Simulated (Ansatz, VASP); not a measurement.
**Cross-check of SnSe2 between VASP and Ansatz**

Wanted: the spread between two codes on one cell, functional and k mesh. The structure shown is the end of the VASP relaxation below.

Method: plane waves, with VASP 6.6.1 beside it; single point at LDA and band structure at LDA, in Ansatz 0.2.0.

### 1. Starting point

The cell holds 3 atoms: 2 Se and 1 Sn. Cell: a = 3.811 Å, b = 3.811 Å, c = 18.056 Å, α = 90.0°, β = 90.0°, γ = 120.0°. It derives from SnSe2. As first built, before any earlier steps moved the atoms (in the runner's words): kind sheets cut from a layered crystal; sheets 1. Vacuum lies along c.

### 2. VASP: relaxation, LDA

This run makes the geometry at which the two programs are then compared.

Lines of VASP's logs that name or quote its potential files are left out, and so is its time.

File INCAR:

```
SYSTEM = SnSe2
PREC = Normal
ENCUT = 300
EDIFF = 1E-05
NELM = 120
ISMEAR = 0
SIGMA = 0.05
LREAL = .FALSE.
ALGO = Fast
GGA = CA
NBANDS = 14
LORBIT = 11
LWAVE = .FALSE.
LCHARG = .FALSE.
KPAR = 2
IBRION = 2
NSW = 40
ISIF = 2
EDIFFG = -0.03
POTIM = 0.4
MAXMIX = 40
IDIPOL = 3
LDIPOL = .TRUE.
DIPOL = 0.5 0.5 0.5
```

File POSCAR:

```
SnSe2
1.0
    3.8110000000      0.0000000000      0.0000000000
   -1.9055000000      3.3004228140      0.0000000000
    0.0000000000      0.0000000000     18.0557280000
Se Sn
2 1
Direct
    0.3333333330      0.6666666670      0.5846193520
    0.6666666670      0.3333333330      0.4153806480
    0.0000000000      0.0000000000      0.5000000000
```

File KPOINTS:

```
Automatic mesh
0
Gamma
9 9 1
0 0 0
```

Potentials, in the order of the species: Se and Sn (LDA family, release 64).

On the command line:

```console
> mpirun -np 2 vasp_std
```

Numbers of over 12 decimals in the logs are rounded to 6 here.

Log:

```text
[banner, memory and clock lines left out]
running    2 mpi-ranks, on    1 nodes
 distrk:  each k-point on    1 cores,    2 groups
 distr:  one band on    1 cores,    1 groups

 POSCAR found type information on POSCAR SeSn
 POSCAR found :  2 types and       3 ions
 LDA part: xc-table for (Slater(with rela. corr.)+CA(PZ))
 , standard interpolation
 POSCAR, INCAR and KPOINTS ok, starting setup
 FFT: planning ... GRIDC
 FFT: planning ... GRID_SOFT
 FFT: planning ... GRID
 WAVECAR not read
 entering main loop
       N       E                     dE             d eps       ncg     rms          rms(c)
DAV:   1     0.875926818799E+02    0.87593E+02   -0.38298E+03   336   0.530E+02
DAV:   2    -0.477106145374E+01   -0.92364E+02   -0.87023E+02   584   0.127E+02
DAV:   3    -0.138460781878E+02   -0.90750E+01   -0.89550E+01   432   0.479E+01
DAV:   4    -0.140358405948E+02   -0.18976E+00   -0.18949E+00   414   0.831E+00
DAV:   5    -0.140391387235E+02   -0.32981E-02   -0.32964E-02   444   0.107E+00    0.538E+00
RMM:   6    -0.137292067091E+02    0.30993E+00   -0.29033E-01   336   0.235E+00    0.327E+00
RMM:   7    -0.136644355178E+02    0.64771E-01   -0.24471E-01   336   0.223E+00    0.648E-01
RMM:   8    -0.136541506879E+02    0.10285E-01   -0.26950E-02   336   0.919E-01    0.125E-01
RMM:   9    -0.136542742655E+02   -0.12358E-03   -0.21183E-03   338   0.335E-01    0.696E-02
RMM:  10    -0.136543816326E+02   -0.10737E-03   -0.31697E-04   338   0.128E-01    0.239E-02
RMM:  11    -0.136544324824E+02   -0.50850E-04   -0.10568E-04   335   0.680E-02    0.112E-02
RMM:  12    -0.136544528958E+02   -0.20413E-04   -0.31755E-05   280   0.329E-02    0.770E-03
RMM:  13    -0.136544949904E+02   -0.42095E-04   -0.18973E-05   256   0.208E-02    0.827E-03
RMM:  14    -0.136545121050E+02   -0.17115E-04   -0.47863E-06   240   0.103E-02    0.527E-03
RMM:  15    -0.136545213356E+02   -0.92306E-05   -0.23932E-06   188   0.641E-03
   1 F= -.13654521E+02 E0= -.13654521E+02  d E =-.136545E+02
[...]
2 F= -.13664089E+02 E0= -.13664089E+02  d E =-.956780E-02
[...]
3 F= -.13669481E+02 E0= -.13669481E+02  d E =-.149594E-01
 curvature:  -1.21 expect dE=-0.131E-03 dE for cont linesearch -0.131E-03
 ZBRENT: extrapolating
 opt :   2.5058  next Energy=   -13.669618 (dE=-0.151E-01)
 bond charge predicted
       N       E                     dE             d eps       ncg     rms          rms(c)
DAV:   1    -0.136695666998E+02   -0.92171E-04   -0.21618E-02   456   0.802E-01    0.469E-02
RMM:   2    -0.136696474684E+02   -0.80769E-04   -0.96934E-04   335   0.181E-01    0.385E-03
RMM:   3    -0.136696611282E+02   -0.13660E-04   -0.10016E-04   312   0.696E-02    0.456E-03
RMM:   4    -0.136696633751E+02   -0.22470E-05   -0.20486E-05   238   0.318E-02
   4 F= -.13669663E+02 E0= -.13669663E+02  d E =-.151420E-01
 curvature:  -1.26 expect dE=-0.896E-06 dE for cont linesearch -0.896E-06
 trial: gam=-0.00766 g(F)=  0.709E-06 g(S)=  0.000E+00 ort = 0.919E-04 (trialstep = 0.130E+01)
 search vector abs. value=  0.142E-09
 reached required accuracy - stopping structural energy minimisation
```

Parts of OUTCAR (step 2):

```text
ion  position               nearest neighbor table
   1  0.333  0.667  0.585-   3 2.68   3 2.68   3 2.68
   2  0.667  0.333  0.415-   3 2.68   3 2.68   3 2.68
   3  0.000  0.000  0.500-   1 2.68   2 2.68   2 2.68   1 2.68   2 2.68   1 2.68

  LATTYP: Found a hexagonal cell.
 ALAT       =     3.8110000000
 C/A-ratio  =     4.7377927053

 Subroutine GETGRP returns: Found 12 space group operations
 (whereof 12 operations were pure point group operations)

The static configuration has the point symmetry D_3d.

 Found     12 irreducible k-points:

   k-points           NKPTS =     12   k-points in BZ     NKDIM =     12   number of bands    NBANDS=     14

   dimension x,y,z NGX =    16 NGY =   16 NGZ =   80
   dimension x,y,z NGXF=    32 NGYF=   32 NGZF=  160

   ENCUT  =  300.0 eV  22.05 Ry    4.70 a.u.   5.38  5.38 25.50*2*pi/ulx,y,z

   NELECT =      16.0000    total number of electrons

 k-points in reciprocal lattice and weights: Automatic mesh
   0.00000000  0.00000000  0.00000000       0.012
   0.11111111 -0.00000000  0.00000000       0.074
   0.22222222 -0.00000000  0.00000000       0.074
   0.33333333 -0.00000000  0.00000000       0.074
   0.44444444 -0.00000000  0.00000000       0.074
   0.11111111  0.11111111  0.00000000       0.074
   0.22222222  0.11111111  0.00000000       0.148
   0.33333333  0.11111111  0.00000000       0.148
   0.44444444  0.11111111  0.00000000       0.074
   0.22222222  0.22222222  0.00000000       0.074
   0.33333333  0.22222222  0.00000000       0.148
   0.33333333  0.33333333  0.00000000       0.025

 dipolmoment           0.000000      0.000000     -0.000000 electrons x Angstroem

 average (electrostatic) potential at core
       1 -66.5556       2 -66.5556       3 -52.2977

 E-fermi :  -2.8256

 k-point     1 :       0.0000    0.0000    0.0000
  band No.  band energies     occupation
    ...
      4      -4.1867      2.00000
      5      -3.5917      2.00000
      6      -3.5917      2.00000
      7      -3.1643      2.00000
      8      -3.1642      2.00000
      9      -1.5197      0.00000
     10      -0.1245      0.00000
     11       1.4825      0.00000
     12       1.4825      0.00000
     13       2.6703      0.00000
    ...

 k-point     2 :       0.1111   -0.0000    0.0000
  band No.  band energies     occupation
    ...
      4      -4.6249      2.00000
      5      -4.1227      2.00000
      6      -3.9804      2.00000
      7      -3.8004      2.00000
      8      -3.0746      2.00000
      9      -0.9188      0.00000
     10       0.5274      0.00000
     11       1.3626      0.00000
     12       1.7781      0.00000
     13       2.8998      0.00000
    ...

 k-point     3 :       0.2222   -0.0000    0.0000
  band No.  band energies     occupation
    ...
      4      -6.0145      2.00000
      5      -4.8300      2.00000
      6      -4.5914      2.00000
      7      -3.9408      2.00000
      8      -3.1358      2.00000
      9      -1.0490      0.00000
     10       0.8808      0.00000
     11       2.3165      0.00000
     12       2.3516      0.00000
     13       3.0568      0.00000
    ...

  Total       -0.6768162     -0.6768162      0.0132467      0.0000000     -0.0000000      0.0000000
  in kB       -4.7748286     -4.7748286      0.0934532      0.0000000     -0.0000000      0.0000000
  external PRESSURE =      -3.1520680 kB  Pullay stress =       0.0000000 kB

  energy-cutoff  :      300.00
  volume of cell :      227.10
      direct lattice vectors                 reciprocal lattice vectors
     3.811000000  0.000000000  0.000000000     0.262398321  0.151495741  0.000000000
    -1.905500000  3.300422814  0.000000000     0.000000000  0.302991482  0.000000000
     0.000000000  0.000000000 18.055728000     0.000000000  0.000000000  0.055384086

 POSITION                                       TOTAL-FORCE (eV/Angst)
 -----------------------------------------------------------------------------------
     -0.00000      2.20028     10.59372         0.000000     -0.000000      0.003031
      1.90550      1.10014      7.46201        -0.000000      0.000000     -0.003031
      0.00000      0.00000      9.02786        -0.000000      0.000000      0.000000
 -----------------------------------------------------------------------------------
    total drift:                                0.000000      0.000000     -0.000000

  FREE ENERGIE OF THE ION-ELECTRON SYSTEM (eV)
  ---------------------------------------------------
  free  energy   TOTEN  =       -13.6696633751 eV

  energy  without entropy=      -13.6696633751  energy(sigma->0) =      -13.66966338

 reached required accuracy - stopping structural energy minimisation

 vacuum level on the upper side and lower side of the slab         2.999         2.999

 total charge
# of ion       s       p       d       tot
------------------------------------------
    1        1.488   2.311   0.026   3.824
    2        1.488   2.311   0.026   3.824
    3        1.283   1.560   0.325   3.168
--------------------------------------------------
tot          4.258   6.182   0.377  10.817

[... 3 further parts left out ...]
```

The data set Sn keeps the semicore shell frozen, which is cheaper and a little less accurate.

### 3. Ansatz: single point, LDA

Ansatz runs on its default PAW (the set named soft_2) files.

The same cell, functional (in two slightly different forms), mesh and smearing now go to Ansatz, which takes its cutoff from its data sets.

File input.yaml:

```yaml
crystal:
  lattice:
    - [3.811, 0.0, 0.0]
    - [-1.9055, 3.30042281, 0.0]
    - [0.0, 0.0, 18.055728]
  atoms:
    - { symbol: Se, position: [0.33333333, 0.66666667, 0.58672365] }
    - { symbol: Se, position: [0.66666667, 0.33333333, 0.41327635] }
    - { symbol: Sn, position: [0.0, 0.0, 0.5] }
hamiltonian:
  xc: lda
  pseudopotentials: { kind: paw }
kpoints:
  mp_grid: { grid: [9, 9, 1] }
scf:
  occupations: { method: gaussian, width: 0.05 }
  n_extra_bands: 4
efield:
  axis: 3
  dipole_correction: true
  ramp_width: 0.04
output:
  forces: true
  eigenvalues: true
  write_density: true
  write_potential: true
  elf: true
  volumetric_format: npy
```

On the command line:

```console
> ansatz run input.yaml --threads 2 --pin off --max-ram 4608MiB --backend cpu --events-out ev --progress --plain --runs-dir out
```

Log:

```text
scf.n_extra_bands = 4 over 23 filled bands (N_el = 46.0): the run solves 27 bands
Engine: ansatz 0.2.0, aarch64-unknown-linux-gnu
Pseudopotentials: kind: paw
Pseudopotential: Se, paw, valence charge 16, recommended cutoff 420 eV (normal), Se.paw.azcp
Pseudopotential: Sn, paw, valence charge 14, recommended cutoff 420 eV (normal), Sn.paw.azcp
Functional definition: SPW92
  exchange = slater_x
  correlation = pw_c
Crystal: 3 atoms, lattice volume = 227.103 Å³
Basis set: ecut = 420 eV, 4429 PW (Γ)
Bands: 27, of which v1, the nominal top of the filled ones, is band 23 counted from 1 (22 counted from 0)
Symmetry: 6 space group operations
k-points: 12 of 81 (time reversal used)
Non-local potential: Se, projectors of the file, l = 0: 2, l = 1: 2, l = 2: 3, l = 3: 1
Non-local potential: Sn, projectors of the file, l = 0: 2, l = 1: 2, l = 2: 2, l = 3: 2
PAW form: soft (Blöchl's): semilocal exchange-correlation on the pseudo side does not see the compensation charge
PAW frozen core: Se, regenerated for the run's functional, and the local potential with it (the file was generated under x = pbe(κ = 0.804, μ = 0.219515), c = pbe(β = 0.066725))
PAW frozen core: Sn, regenerated for the run's functional, and the local potential with it (the file was generated under x = pbe(κ = 0.804, μ = 0.219515), c = pbe(β = 0.066725))
PAW one-centre angular grid: Se, 590 points (default); XC on 64 Gauss nodes
PAW one-centre angular grid: Sn, 590 points (default); XC on 64 Gauss nodes
Initial density: superposition of atomic densities (neutral atoms: chi_scale 0, normalization atom), corrected by the library's trained network
Initial wavefunctions: pseudopotential atomic-orbital guess
Functional: x = slater, c = lda
SCF iter   1: F=—  HF=-16646.860715 eV  |F-HF|=—  |Δ(HF+E_count)|=         —  Δρ=3.39e-3  dr2=1.39e-2  ethr=1.77e-3  p=0.000 e·Å  D=2.23e-14 V/Å  ΔV_dip=-0.00 eV  dr2_dipole=7.01e-10  V_vac-E_F(+/−)=5.78/5.78 eV  ⟨swp⟩=7.3  Hψ=1604  notcnv=0
efield: sawtooth ramp at fractional position 0.9800 (placed from the atoms, in the widest stretch of the axis that holds none; the zero of the levels goes with the place), width 0.0400; the density the first Hamiltonian is built on has a dipole p = 0.000 e·Å; the dipole correction subtracts the counter field D = 2.23e-14 V/Å, which shifts the + side's vacuum level by -0.00 eV against the − side's; the planar-averaged density in the ramp window peaks in size at 1.7e-5 e/Å³
preconditioner: auto → Resta (q_TF=auto, 2.091 Å⁻¹)  ε∞=1.7  [insulator: Δε(μ)=0.776 eV  Ē_g=15.431 eV  σ=0.050 eV  W_gap=1.00  n_scr=42 (ndim 8)  ℏωp=12.6 eV  f_vac=0.647  D(μ)=0.00/eV (n_scr^D=0)  ε∞_Penn≈1.7  vacuum switching on, ρ_ref=1.7e-2 e/Å³]
SCF iter   2: F=—  HF=-16646.856328 eV  |F-HF|=—  |Δ(HF+E_count)|=   4.39e-3  Δρ=1.42e-3  dr2=2.18e-3  ethr=3.02e-5  p=0.000 e·Å  D=8.40e-6 V/Å  ΔV_dip=-0.00 eV  dr2_dipole=3.70e-8  V_vac-E_F(+/−)=5.79/5.79 eV  ⟨swp⟩=2.0  Hψ=624  notcnv=0
SCF iter   3: F=—  HF=-16646.856389 eV  |F-HF|=—  |Δ(HF+E_count)|=   6.19e-5  Δρ=2.62e-4  dr2=1.39e-4  ethr=4.74e-6  p=-0.000 e·Å  D=-1.35e-4 V/Å  ΔV_dip=0.00 eV  dr2_dipole=1.26e-6  V_vac-E_F(+/−)=5.82/5.82 eV  ⟨swp⟩=2.0  Hψ=447  notcnv=0
SCF iter   4: F=—  HF=-16646.856426 eV  |F-HF|=—  |Δ(HF+E_count)|=   3.69e-5  Δρ=9.23e-5  dr2=1.08e-4  ethr=3.02e-7  p=0.001 e·Å  D=5.78e-4 V/Å  ΔV_dip=-0.01 eV  dr2_dipole=2.14e-5  V_vac-E_F(+/−)=5.82/5.83 eV  ⟨swp⟩=2.2  Hψ=476  notcnv=0
SCF iter   5: F=—  HF=-16646.856420 eV  |F-HF|=—  |Δ(HF+E_count)|=   6.61e-6  Δρ=6.73e-5  dr2=8.87e-5  ethr=2.35e-7  p=-0.001 e·Å  D=-6.84e-4 V/Å  ΔV_dip=0.01 eV  dr2_dipole=2.94e-5  V_vac-E_F(+/−)=5.84/5.82 eV  ⟨swp⟩=2.0  Hψ=379  notcnv=0
SCF iter   6: F=—  HF=-16646.856392 eV  |F-HF|=—  |Δ(HF+E_count)|=   2.81e-5  Δρ=2.11e-5  dr2=5.44e-6  ethr=1.93e-7  p=-0.000 e·Å  D=-1.58e-4 V/Å  ΔV_dip=0.00 eV  dr2_dipole=1.62e-6  V_vac-E_F(+/−)=5.83/5.83 eV  ⟨swp⟩=1.7  Hψ=334  notcnv=0
SCF iter   7: F=—  HF=-16646.856391 eV  |F-HF|=—  |Δ(HF+E_count)|=   5.07e-7  Δρ=5.90e-6  dr2=2.34e-7  ethr=1.18e-8  p=-0.000 e·Å  D=-2.04e-5 V/Å  ΔV_dip=0.00 eV  dr2_dipole=4.04e-8  V_vac-E_F(+/−)=5.83/5.83 eV  ⟨swp⟩=2.0  Hψ=384  notcnv=0
SCF iter   8: F=-16646.856391 eV  HF=-16646.856391 eV  |F-HF|=6.04e-10  |Δ(HF+E_count)|=   2.01e-8  Δρ=1.54e-6  dr2=6.95e-9  ethr=2.17e-10  p=0.000 e·Å  D=3.32e-7 V/Å  ΔV_dip=-0.00 eV  dr2_dipole=1.20e-10  V_vac-E_F(+/−)=5.83/5.83 eV  ⟨swp⟩=11.7  Hψ=2604  notcnv=0
SCF 1 converged in 8 iterations: F = -16646.856391 eV  dr2 = 6.95e-9
  greatest PAW one-centre occupation: 1.000 electrons in one spin orbital (limit 2), on the Se atom at site 1 (counted from 0), in its partial waves of l = 2
WARN: The output density's exchange-correlation potential varies sharply where the density is thin. Do not read a vacuum level from v_tot or v_xc, or from such a field of the output density. On a cell that repeats whose density bears no net charge and no dipole along the vacuum's axis use v_es (v_loc + v_h of the components); under efield.dipole_correction with no amplitude use v_es + v_field, which holds any externa [...]
SCF converged after 8 iterations
Free energy (F): -16646.856391 eV
Harris-Foulkes:  -16646.856391 eV  (|F-HF|=6.04e-10)
Internal energy: -16646.856391 eV  (E = F + TS)
E sigma→0 (E₀):  -16646.856391 eV
Fermi energy:    -1.087475 eV
Dipole field:    D = 0.000014 V/Å  (p = 0.000018 e·Å, saw-weighted, corrected)
Work function:   Φ+ = 5.8316 eV   Φ− = 5.8318 eV
Levels:          The Fermi level and band energies are counted from a zero that moves with the ramp; work functions are not
--- Per-component energies (eV) ---
  E_band       = -1296.128731
  E_kinetic    = 427.245681
  E_local      = -30286.895475  (includes V_loc(G=0)·N_el)
  E_nonlocal   = -1205.032334
  E_hartree    = 14998.979592
  E_xc         = -584.704605
  E_vxc        = -294.086315  (∫ρ·V_xc dr)
  E_paw        = -7653.375901  (= ΣΔE_a)
  E_vpaw       = 64.674559  (= ΣTr[D̂ρ^β])
  E_aug_tail   = -0.001248  (compensation charges beyond the density's cutoff)
  E_efield     = 0.000000  (sawtooth field / dipole correction)
  E_vefield    = 0.000000  (∫n·V_field dr)
  E_ewald      = 7652.068276
  E_core_change = 4.859623  (= ΣΔE_core)
  E_smearing   = -0.000000  (= −TS)
  E_closure    = -0.000000  (closes the sum)
  Σ components = -16646.856391   (vs F -16646.856391, Δ=0.00e0)
--- Forces (eV/Å), atoms counted from 1 ---
  atom   1  Se     0.00000000     0.00000000    -0.01427387
  atom   2  Se     0.00000000    -0.00000000     0.01426065
  atom   3  Sn     0.00000000     0.00000000     0.00001093
  max |Σ_I F_I| component: 2.29e-6 eV/Å
--- Band table (eV; the first three rows and the last of 12) ---
  k-point 0: bands = [... 19 lower, -1.9979, -1.9979, -1.5672, -1.5672, 0.0443, 1.4637, 3.0764, 3.0764]
  k-point 1: bands = [... 19 lower, -2.5364, -2.3832, -2.2027, -1.4801, 0.6460, 2.1159, 2.9510, 3.3700]
  k-point 2: bands = [... 19 lower, -3.2328, -2.9920, -2.3503, -1.5416, 0.5217, 2.4644, 3.9046, 3.9396]
  k-point 11: bands = [... 19 lower, -5.2369, -4.8508, -2.3241, -2.3241, 0.3732, 3.8261, 3.8261, 5.1777]
```

The job ended after 8.5 s (2 threads of Arm Neoverse N1, shared host; peak memory 0.39 GiB).

The column dr2 measures how far the density is from self-consistency, as an energy; F and HF (Harris–Foulkes) agree once it is small.

### 4. Side by side

Known differences besides the potentials themselves: the two LDA forms differ slightly; the data sets hold 46 valence electrons in Ansatz (default PAW (the set named soft_2) files) and 16 in VASP; the cutoff is 420 eV in Ansatz and 300 eV in VASP (PREC = Normal); VASP's log shows a relativistic correction to its local exchange, Ansatz's none. Total energies have different zeros and are not compared.

Both answers:

```
              quantity  Ansatz   VASP  difference
gap on the k mesh (eV)   0.785  0.806      -0.021
```

At this near-relaxed geometry the largest component of a force difference is 17 meV/Å. A gap on the mesh is an upper bound, since the band edges may lie between its points.

### 5. Ansatz: band structure, LDA

The same path points are solved in both programs, so levels can be compared one by one.

File input.yaml:

```yaml
crystal:
  lattice:
    - [3.811, 0.0, 0.0]
    - [-1.9055, 3.300422814, 0.0]
    - [0.0, 0.0, 18.055728]
  atoms:
    - { symbol: Se, position: [0.333333333, 0.666666667, 0.586723652] }
    - { symbol: Se, position: [0.666666667, 0.333333333, 0.413276348] }
    - { symbol: Sn, position: [0.0, 0.0, 0.5] }
hamiltonian:
  xc: lda
  pseudopotentials: { kind: paw }
kpoints:
  mp_grid: { grid: [9, 9, 1] }
  band_path:
    path:
      - [0.0, 0.0, 0.0]
      - [0.03846, 0.0, 0.0]
      - [0.07692, 0.0, 0.0]
      - [0.11538, 0.0, 0.0]
      - [0.15385, 0.0, 0.0]
      - [0.19231, 0.0, 0.0]
      - [0.26923, 0.0, 0.0]
      - [0.30769, 0.0, 0.0]
      - [0.34615, 0.0, 0.0]
      - [0.42308, 0.0, 0.0]
      - [0.46154, 0.0, 0.0]
      - [0.5, 0.0, 0.0]
      - [0.48718, 0.02564, 0.0]
      - [0.47436, 0.05128, 0.0]
      - [0.44872, 0.10256, 0.0]
      - [0.4359, 0.12821, 0.0]
      - [0.41026, 0.17949, 0.0]
      - [0.39744, 0.20513, 0.0]
      - [0.37179, 0.25641, 0.0]
      - [0.35897, 0.28205, 0.0]
      - [0.34615, 0.30769, 0.0]
      - [0.33333, 0.33333, 0.0]
      - [0.30769, 0.30769, 0.0]
      - [0.25641, 0.25641, 0.0]
      - [0.23077, 0.23077, 0.0]
      - [0.20513, 0.20513, 0.0]
      - [0.15385, 0.15385, 0.0]
      - [0.12821, 0.12821, 0.0]
      - [0.07692, 0.07692, 0.0]
      - [0.05128, 0.05128, 0.0]
      - [0.0, 0.0, 0.0]
    npoints: 1
scf:
  occupations: { method: gaussian, width: 0.05 }
  n_extra_bands: 7
efield:
  axis: 3
  dipole_correction: true
  ramp_width: 0.04
output:
  forces: true
  eigenvalues: true
  write_density: true
  write_potential: true
  elf: true
  volumetric_format: npy
```

Log:

```text
[...]
Crystal: 3 atoms, lattice volume = 227.103 Å³
Basis set: ecut = 420 eV, 4429 PW (Γ)
Bands: 30, of which v1, the nominal top of the filled ones, is band 23 counted from 1 (22 counted from 0)
Symmetry: 6 space group operations
k-points: 12 of 81 (time reversal used)
[...]
k-point 1: bands = [... 19 lower, -2.5364, -2.3833, -2.2027, -1.4801, 0.6459, 2.1158, 2.9509, 3.3699, ... 3 higher]
  k-point 2: bands = [... 19 lower, -3.2329, -2.9921, -2.3504, -1.5417, 0.5216, 2.4643, 3.9045, 3.9395, ... 3 higher]
  k-point 11: bands = [... 19 lower, -5.2370, -4.8509, -2.3242, -2.3242, 0.3732, 3.8261, 3.8261, 5.1776, ... 3 higher]
[key lines of the parts left out:]
SCF converged after 8 iterations
Free energy (F): -16646.856391 eV
Fermi energy:    -1.087562 eV
Dipole field:    D = -0.000010 V/Å  (p = -0.000013 e·Å, saw-weighted, corrected)
Work function:   Φ+ = 5.8318 eV   Φ− = 5.8316 eV
```

Wall time 15 s (2 threads); peak memory 0.43 GiB; 29 s of CPU time.

(Continued in part 2 of 2.)

[Lines on the potential files, build, host, timing and source positions are cut from VASP's logs without a mark.]

[Logs are printed without paths, hosts, clocks, repeated set-up lines and the standing remarks that a program may print on its own settings, such as how far it seeks lower states.]

[Hosts, paths, dates, database ids (printed as entryN), source tags and the programs' standing remarks are cut or masked in the printed files.]
